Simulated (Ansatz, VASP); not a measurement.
# WS2 (Tungstenite) in two plane-wave programs

Aim: how closely do two programs agree when they are given the same cell, functional and k mesh?

Program: Ansatz 0.2.0. Level of theory: plane waves, with VASP 6.6.1 beside it; single point at PBE. Results are calculated unless marked as measured.

The database entry behind the starting cell differs from later determinations by our own check (an axis about 1.4 % long against later determinations), so it need not match the best structure at ambient conditions.

## (1) The starting structure

It takes space group P6_3/mmc (No. 194, hexagonal). Conventional cell: a = 3.180 Å, b = 3.180 Å, c = 12.500 Å, α = 90.00°, β = 90.00°, γ = 120.00°. W has 6 S at 2.40 Å nearest. Nearest to S lie 3 W at 2.40 Å. Farther neighbours and most contacts between anions are not listed.

Structure file:

```
W S
1.0
     3.18000    0.00000    0.00000
    -1.59000    2.75396    0.00000
     0.00000    0.00000   12.50000
W S
2 4
Direct
  0.33333 0.66667 0.25000
  0.66667 0.33333 0.75000
  0.33333 0.66667 0.62603
  0.66667 0.33333 0.12603
  0.33333 0.66667 0.87397
  0.66667 0.33333 0.37397
```

## (2) VASP: single point, PBE

With cell and atoms fixed, the geometry can't cause a difference; cores, projectors, grids and the points listed under the comparison can.

Lines of VASP's logs that name or quote its potential files are left out, and so is its time.

The input, INCAR:

```
SYSTEM = WS2
PREC = Accurate
ENCUT = 400
EDIFF = 1E-07
NELM = 100
ISMEAR = 0
SIGMA = 0.01
LREAL = .FALSE.
ALGO = Normal
GGA = PE
NBANDS = 24
LASPH = .TRUE.
LORBIT = 11
LWAVE = .FALSE.
LCHARG = .FALSE.
KPAR = 2
```

The input, POSCAR:

```
WS2
1.0
    3.1800000000      0.0000000000      0.0000000000
   -1.5900000000      2.7539607840      0.0000000000
    0.0000000000      0.0000000000     12.5000000000
W S
2 4
Direct
    0.3333333333      0.6666666667      0.2500000000
    0.6666666667      0.3333333333      0.7500000000
    0.3333333333      0.6666666667      0.6260344509
    0.6666666667      0.3333333333      0.1260344509
    0.3333333333      0.6666666667      0.8739655491
    0.6666666667      0.3333333333      0.3739655491
```

The input, KPOINTS:

```
Automatic mesh
0
Gamma
9 9 2
0 0 0
```

Potentials, in the order of the species: W and S (PBE family, release 64).

Launch:

```console
> mpirun -np 2 vasp_std
```

Numbers of over 12 decimals in the logs are rounded to 6 here.

Output:

```text
[banner, memory and clock lines left out]
running    2 mpi-ranks, on    1 nodes
 distrk:  each k-point on    1 cores,    2 groups
 distr:  one band on    1 cores,    1 groups

 POSCAR found type information on POSCAR W S
 POSCAR found :  2 types and       6 ions
 LDA part: xc-table for (Slater+PW92), standard interpolation
 POSCAR, INCAR and KPOINTS ok, starting setup
 FFT: planning ... GRIDC
 FFT: planning ... GRID_SOFT
 FFT: planning ... GRID
 WAVECAR not read
 entering main loop
       N       E                     dE             d eps       ncg     rms          rms(c)
DAV:   1     0.160799410733E+03    0.16080E+03   -0.14153E+04  1152   0.108E+03
DAV:   2    -0.376616258801E+02   -0.19846E+03   -0.19125E+03  1616   0.253E+02
DAV:   3    -0.499450862344E+02   -0.12283E+02   -0.12186E+02  1536   0.628E+01
DAV:   4    -0.502260247994E+02   -0.28094E+00   -0.27975E+00  1552   0.105E+01
DAV:   5    -0.502353640365E+02   -0.93392E-02   -0.93337E-02  1568   0.155E+00    0.400E+01
DAV:   6    -0.477664878850E+02    0.24689E+01   -0.11415E+01  1688   0.166E+01    0.182E+01
DAV:   7    -0.474806661300E+02    0.28582E+00   -0.31324E+00  1536   0.102E+01    0.900E+00
DAV:   8    -0.473724600890E+02    0.10821E+00   -0.39691E-01  1600   0.396E+00    0.135E+00
DAV:   9    -0.473675611526E+02    0.48989E-02   -0.57905E-02  1600   0.132E+00    0.517E-01
DAV:  10    -0.473663251132E+02    0.12360E-02   -0.14039E-02  1640   0.676E-01    0.362E-01
DAV:  11    -0.473663591345E+02   -0.34021E-04   -0.17216E-03  1616   0.253E-01    0.112E-01
DAV:  12    -0.473663713843E+02   -0.12250E-04   -0.42912E-04  1592   0.128E-01    0.489E-02
DAV:  13    -0.473663790044E+02   -0.76202E-05   -0.36165E-05  1624   0.334E-02    0.208E-02
DAV:  14    -0.473663787358E+02    0.26859E-06   -0.13862E-06  1480   0.687E-03    0.423E-03
DAV:  15    -0.473663790188E+02   -0.28290E-06   -0.49143E-07  1440   0.430E-03    0.356E-03
DAV:  16    -0.473663791128E+02   -0.94055E-07   -0.65061E-08   960   0.142E-03
   1 F= -.47366379E+02 E0= -.47366379E+02  d E =-.190408E-12
```

From OUTCAR (step 2):

```text
ion  position               nearest neighbor table
   1  0.333  0.667  0.250-   4 2.40   6 2.40   4 2.40   6 2.40   4 2.40   6 2.40
   2  0.667  0.333  0.750-   3 2.40   5 2.40   3 2.40   5 2.40   3 2.40   5 2.40
   3  0.333  0.667  0.626-   2 2.40   2 2.40   2 2.40
   4  0.667  0.333  0.126-   1 2.40   1 2.40   1 2.40
   5  0.333  0.667  0.874-   2 2.40   2 2.40   2 2.40
   6  0.667  0.333  0.374-   1 2.40   1 2.40   1 2.40

  LATTYP: Found a hexagonal cell.
 ALAT       =     3.1800000000
 C/A-ratio  =     3.9308176101

 Subroutine GETGRP returns: Found 24 space group operations
 (whereof 12 operations were pure point group operations)

The static configuration has the point symmetry D_3d.
 The point group associated with its full space group is D_6h.

 Found     24 irreducible k-points:

   k-points           NKPTS =     24   k-points in BZ     NKDIM =     24   number of bands    NBANDS=     24

   dimension x,y,z NGX =    24 NGY =   24 NGZ =   84
   dimension x,y,z NGXF=    48 NGYF=   48 NGZF=  168

   ENCUT  =  400.0 eV  29.40 Ry    5.42 a.u.   5.19  5.19 20.38*2*pi/ulx,y,z

   NELECT =      36.0000    total number of electrons

 k-points in reciprocal lattice and weights: Automatic mesh
   0.00000000  0.00000000  0.00000000       0.006
   0.11111111 -0.00000000  0.00000000       0.037
   0.22222222 -0.00000000  0.00000000       0.037
   0.33333333 -0.00000000  0.00000000       0.037
   0.44444444 -0.00000000  0.00000000       0.037
   0.11111111  0.11111111  0.00000000       0.037
   0.22222222  0.11111111  0.00000000       0.074
   0.33333333  0.11111111  0.00000000       0.074
   0.44444444  0.11111111  0.00000000       0.037
[...]
0.33333333  0.22222222  0.50000000       0.074
   0.33333333  0.33333333  0.50000000       0.012

 average (electrostatic) potential at core
       1 -40.2657       2 -40.2657       3 -86.0390       4 -86.0390       5 -86.0390
       6 -86.0390

 E-fermi :   6.1244

 k-point     1 :       0.0000    0.0000    0.0000
  band No.  band energies     occupation
    ...
     14       3.7531      2.00000
     15       3.7531      2.00000
     16       4.5130      2.00000
     17       5.0145      2.00000
     18       6.0808      2.00000
     19       8.3229      0.00000
     20       8.3237      0.00000
     21       8.3306      0.00000
     22       8.3331      0.00000
     23       8.4557      0.00000
    ...

 k-point     2 :       0.1111   -0.0000    0.0000
  band No.  band energies     occupation
    ...
     14       3.4525      2.00000
     15       3.8130      2.00000
     16       4.6968      2.00000
     17       5.0001      2.00000
     18       5.6980      2.00000
     19       8.0540      0.00000
     20       8.1784      0.00000
     21       8.2643      0.00000
     22       8.2970      0.00000
     23       8.3692      0.00000
    ...

 k-point     3 :       0.2222   -0.0000    0.0000
  band No.  band energies     occupation
    ...
     14       3.1963      2.00000
     15       3.6037      2.00000
     16       4.3524      2.00000
     17       4.6898      2.00000
     18       4.8007      2.00000
     19       7.4996      0.00000
     20       7.9577      0.00000
     21       8.1413      0.00000
     22       8.3358      0.00000
     23       8.3475      0.00000
    ...

  Total        1.2668206      1.2668206      3.5837970      0.0000000      0.0000000     -0.0000000
  in kB       18.5409008     18.5409008     52.4516440      0.0000000      0.0000000     -0.0000000
  external PRESSURE =      29.8444819 kB  Pullay stress =       0.0000000 kB

  energy-cutoff  :      400.00
  volume of cell :      109.47
      direct lattice vectors                 reciprocal lattice vectors
     3.180000000  0.000000000  0.000000000     0.314465409  0.181556688  0.000000000
    -1.590000000  2.753960784  0.000000000     0.000000000  0.363113377  0.000000000
     0.000000000  0.000000000 12.500000000     0.000000000  0.000000000  0.080000000

 POSITION                                       TOTAL-FORCE (eV/Angst)
 -----------------------------------------------------------------------------------
     -0.00000      1.83597      3.12500         0.000000     -0.000000      0.000000
      1.59000      0.91799      9.37500         0.000000      0.000000      0.000000
     -0.00000      1.83597      7.82543        -0.000000     -0.000000     -0.344960
      1.59000      0.91799      1.57543         0.000000      0.000000     -0.344960
     -0.00000      1.83597     10.92457        -0.000000     -0.000000      0.344960
      1.59000      0.91799      4.67457         0.000000      0.000000      0.344960
 -----------------------------------------------------------------------------------
    total drift:                               -0.000000      0.000000     -0.000000

  FREE ENERGIE OF THE ION-ELECTRON SYSTEM (eV)
  ---------------------------------------------------
  free  energy   TOTEN  =       -47.3663791128 eV

  energy  without entropy=      -47.3663791128  energy(sigma->0) =      -47.36637911

 total charge
# of ion       s       p       d       tot
------------------------------------------
    1        0.570   0.717   4.267   5.554
    2        0.570   0.717   4.267   5.554
    3        1.360   2.366   0.000   3.725
    4        1.360   2.366   0.000   3.725
    5        1.360   2.366   0.000   3.725
    6        1.360   2.366   0.000   3.725
--------------------------------------------------
tot          6.578  10.898   8.534  26.009

[... 3 further parts left out ...]
```

This run has no spin polarisation, so a moment on W, if there is one, isn't seen. The data set W keeps the semicore shell frozen, which is cheaper and a little less accurate.

## (3) Ansatz: single point, PBE

Ansatz runs on its default PAW (the set named soft_2) files.

The same cell, functional, mesh and smearing now go to Ansatz, which takes its cutoff from its data sets.

The input, input.yaml:

```yaml
crystal:
  lattice:
    - [3.18, 0.0, 0.0]
    - [-1.59, 2.753960784, 0.0]
    - [0.0, 0.0, 12.5]
  atoms:
    - { symbol: W, position: [0.3333333333, 0.6666666667, 0.25] }
    - { symbol: W, position: [0.6666666667, 0.3333333333, 0.75] }
    - { symbol: S, position: [0.3333333333, 0.6666666667, 0.6260344509] }
    - { symbol: S, position: [0.6666666667, 0.3333333333, 0.1260344509] }
    - { symbol: S, position: [0.3333333333, 0.6666666667, 0.8739655491] }
    - { symbol: S, position: [0.6666666667, 0.3333333333, 0.3739655491] }
hamiltonian:
  xc: pbe
  pseudopotentials: { kind: paw }
kpoints:
  mp_grid: { grid: [9, 9, 2] }
scf:
  occupations: { method: gaussian, width: 0.01 }
  n_extra_bands: 5
output:
  forces: true
  stress: true
  eigenvalues: true
```

Launch:

```console
> ansatz run input.yaml --threads 4 --pin off --max-ram 9216MiB --backend cpu --events-out ev --progress --plain --runs-dir out
```

Output:

```text
scf.n_extra_bands = 5 over 26 filled bands (N_el = 52.0): the run solves 31 bands
Engine: ansatz 0.2.0, x86_64-unknown-linux-gnu
Pseudopotentials: kind: paw
Pseudopotential: W, paw, valence charge 14, recommended cutoff 420 eV (normal), W.paw.azcp
Pseudopotential: S, paw, valence charge 6, recommended cutoff 420 eV (normal), S.paw.azcp
Functional definition: PBE
  parameter kappa = 0.804
  parameter beta = 0.066725
  exchange = pbe_x(kappa = kappa, mu = beta*pi^2/3)
  correlation = pbe_c(beta = beta)
Crystal: 6 atoms, lattice volume = 109.470 Å³
Basis set: ecut = 420 eV, 2129 PW (Γ), exchange–correlation on 48×48×180 points (8 copies of the dense FFT grid, shifted against one another)
Bands: 31, of which v1, the nominal top of the filled ones, is band 26 counted from 1 (25 counted from 0)
Symmetry: 24 space group operations
Space group: P63/mmc (ITA 194), of the structure as read, at distance tolerance 4.8e-5 Å
k-points: 24 of 162
Non-local potential: W, projectors of the file, l = 0: 3, l = 1: 2, l = 2: 2, l = 3: 1
Non-local potential: S, projectors of the file, l = 0: 2, l = 1: 2, l = 2: 2
PAW form: soft (Blöchl's): semilocal exchange-correlation on the pseudo side does not see the compensation charge
PAW one-centre angular grid: W, 590 points (default); XC on 64 Gauss nodes
PAW one-centre angular grid: S, 110 points (default); XC on 64 Gauss nodes
Initial density: superposition of atomic densities (neutral atoms: chi_scale 0, normalization atom), corrected by the library's trained network
Initial wavefunctions: pseudopotential atomic-orbital guess
Functional: x = pbe(κ = 0.804, μ = 0.219515), c = pbe(β = 0.066725)
SCF iter   1: F=—  HF=-24382.777300 eV  |F-HF|=—  |Δ(HF+E_count)|=         —  Δρ=5.10e-3  dr2=1.65e-2  ethr=1.77e-3  ⟨swp⟩=6.4  Hψ=3484  notcnv=0
preconditioner: auto → Resta (q_TF=auto, 2.410 Å⁻¹)  ε∞=7.6  [insulator: Δε(μ)=1.064 eV  Ē_g=8.282 eV  σ=0.010 eV  W_gap=1.00  n_scr=26 (ndim 8)  ℏωp=21.3 eV  f_vac=0.027  D(μ)=0.00/eV (n_scr^D=0)  ε∞_Penn≈7.6]
SCF iter   2: F=—  HF=-24382.781434 eV  |F-HF|=—  |Δ(HF+E_count)|=   4.13e-3  Δρ=2.71e-3  dr2=2.05e-3  ethr=3.17e-5  ⟨swp⟩=2.3  Hψ=1289  notcnv=0  defer=21
SCF iter   3: F=—  HF=-24382.785198 eV  |F-HF|=—  |Δ(HF+E_count)|=   3.76e-3  Δρ=1.18e-3  dr2=4.34e-4  ethr=3.94e-6  ⟨swp⟩=2.0  Hψ=1157  notcnv=0  defer=21
SCF iter   4: F=—  HF=-24382.786138 eV  |F-HF|=—  |Δ(HF+E_count)|=   9.41e-4  Δρ=6.39e-5  dr2=5.05e-6  ethr=8.35e-7  ⟨swp⟩=2.0  Hψ=1239  notcnv=0  defer=21
SCF iter   5: F=—  HF=-24382.786066 eV  |F-HF|=—  |Δ(HF+E_count)|=   7.22e-5  Δρ=1.33e-5  dr2=2.26e-7  ethr=9.71e-9  ⟨swp⟩=2.0  Hψ=1238  notcnv=0  defer=21
SCF iter   6: F=-24382.786066 eV  HF=-24382.786066 eV  |F-HF|=1.44e-8  |Δ(HF+E_count)|=   6.37e-8  Δρ=4.48e-6  dr2=3.10e-8  ethr=1.92e-10  ⟨swp⟩=9.1  Hψ=3148  notcnv=0
SCF 1 converged in 6 iterations: F = -24382.786066 eV  dr2 = 3.10e-8
  greatest PAW one-centre occupation: 1.000 electrons in one spin orbital (limit 2), on the W atom at site 1 (counted from 0), in its partial waves of l = 0
SCF converged after 6 iterations
Free energy (F): -24382.786066 eV
Harris-Foulkes:  -24382.786066 eV  (|F-HF|=1.44e-8)
Internal energy: -24382.786066 eV  (E = F + TS)
E sigma→0 (E₀):  -24382.786066 eV
Fermi energy:    11.843651 eV
--- Per-component energies (eV) ---
  E_band       = -397.049063
  E_kinetic    = 1334.174896
  E_local      = -3679.217156  (includes V_loc(G=0)·N_el)
  E_nonlocal   = 114.788508
  E_hartree    = 1467.177123
  E_xc         = -924.911012
  E_vxc        = -830.865762  (∫ρ·V_xc dr)
  E_paw        = -19526.365430  (= ΣΔE_a)
  E_vpaw       = -270.286723  (= ΣTr[D̂ρ^β])
  E_aug_tail   = -0.000120  (compensation charges beyond the density's cutoff)
  E_ewald      = -3168.432875
  E_smearing   = -0.000000  (= −TS)
  E_closure    = -0.000000  (closes the sum)
  Σ components = -24382.786066   (vs F -24382.786066, Δ=0.00e0)
--- Forces (eV/Å), atoms counted from 1 ---
  atom   1  W      0.00000000     0.00000000    -0.00000000
  atom   2  W      0.00000000    -0.00000000     0.00000000
  atom   3  S     -0.00000000     0.00000000    -0.39956828
  atom   4  S      0.00000000    -0.00000000    -0.39956828
  atom   5  S     -0.00000000     0.00000000     0.39956828
  atom   6  S      0.00000000    -0.00000000     0.39956828
  max |Σ_I F_I| component: 2.31e-17 eV/Å
--- Stress (GPa, compression-positive) ---
        2.535266       0.000000       0.000000
        0.000000       2.535266      -0.000000
        0.000000      -0.000000       5.812257
  P = ⅓ Tr σ = 3.6276 GPa (36.276 kbar)
--- Band table (eV; the first three rows and the last of 24) ---
  k-point 0: bands = [... 22 lower, 8.9354, 9.6989, 10.2196, 11.3010, 13.5124, 13.5124, 13.5184, 13.5184, ... 1 higher]
  k-point 1: bands = [... 22 lower, 8.9155, 8.9155, 10.9950, 10.9950, 13.5102, 13.5102, 13.5102, 13.5102, ... 1 higher]
  k-point 2: bands = [... 22 lower, 8.9996, 9.8894, 10.2059, 10.9133, 13.2471, 13.3695, 13.4592, 13.4840, ... 1 higher]
  k-point 23: bands = [... 22 lower, 8.2564, 8.2564, 10.5897, 10.5897, 12.3868, 12.3868, 13.9749, 13.9749, ... 1 higher]
```

It took 1.1 s on 4 threads of Intel Xeon Platinum 8375C at 2.90GHz (Ice Lake), shared host; peak memory 0.48 GiB.

Reading the cycles: dr2 is the Hartree energy of the density residual (eV), the measure of convergence; HF is the Harris–Foulkes estimate of the energy, which meets the free energy F at convergence.

The run ends at a pressure of 3.63 GPa, with forces up to 0.40 eV/Å.

## (4) Comparison

Known differences besides the potentials themselves: the data sets hold 52 valence electrons in Ansatz (default PAW (the set named soft_2) files) and 36 in VASP; the cutoff is 420 eV in Ansatz and 400 eV in VASP. Total energies have different zeros and are not compared.

Both answers:

| quantity | Ansatz | VASP | difference |
| --- | --- | --- | --- |
| pressure (GPa) | 3.63 | 2.98 | +0.64 |
| gap on the k mesh (eV) | 1.085 | 1.108 | -0.023 |

Forces (eV/Å; atoms numbered as in POSCAR):

| atom | Ansatz x, y, z | VASP x, y, z |
| --- | --- | --- |
| W1 | 0.000, 0.000, 0.000 | 0.000, 0.000, 0.000 |
| W2 | 0.000, 0.000, 0.000 | 0.000, 0.000, 0.000 |
| S3 | 0.000, 0.000, -0.400 | 0.000, 0.000, -0.345 |
| S4 | 0.000, 0.000, -0.400 | 0.000, 0.000, -0.345 |
| S5 | 0.000, 0.000, 0.400 | 0.000, 0.000, 0.345 |
| S6 | 0.000, 0.000, 0.400 | 0.000, 0.000, 0.345 |

The forces differ by 26 meV/Å r.m.s., which is 15.8 % of the r.m.s. force of 0.16 eV/Å (both taken over all components). A gap on the mesh is an upper bound, since the band edges may lie between its points; neither run holds spin-orbit coupling, which can move the band edges of a compound of W.

## (5) Further runs

Further runs change the set-up of one program: Ansatz's method, potentials or start, or VASP's data sets, cutoff or form of LDA. The table gives Ansatz less VASP for each quantity, since a change that brings one quantity closer may part another.

| run | r.m.s. force difference (meV/Å) | pressure (GPa) | gap on the k mesh (eV) |
| --- | --- | --- | --- |
| as above | 26 | 0.64 | -0.023 |
| Ansatz's all-electron LAPW method | 27 | 0.69 | -0.017 |
| Ansatz's larger PAW set (cutoff 880 eV) | 29 | 0.73 | -0.017 |
| norm-conserving potentials (cutoff 1007 eV) | 29 | 0.68 | -0.019 |

## (6) Results

| Property | Result |
| --- | --- |
| r.m.s. force difference (single point, PBE) | 26 meV/Å |
| difference in pressure (single point, PBE) | 0.64 GPa |

The r.m.s. force difference is 26 meV/Å (single point, PBE), beyond the 12 meV/Å picked in this series as the mark of a large difference. Single point, PBE, Ansatz's all-electron LAPW method: the difference in gap on the k mesh goes from -0.023 to -0.017 eV. Single point, PBE, Ansatz's larger PAW set (cutoff 880 eV): the difference in gap on the k mesh goes from -0.023 to -0.017 eV. How closely two codes agree says nothing of how well the functional describes the real material.

[Lines on the potential files, build, host, timing and source positions are cut from VASP's logs without a mark.]

[Logs are printed without paths, hosts, clocks, repeated set-up lines and the standing remarks that a program may print on its own settings, such as how far it seeks lower states.]

[Hosts, paths, dates, database ids (printed as entryN), source tags and the programs' standing remarks are cut or masked in the printed files.]
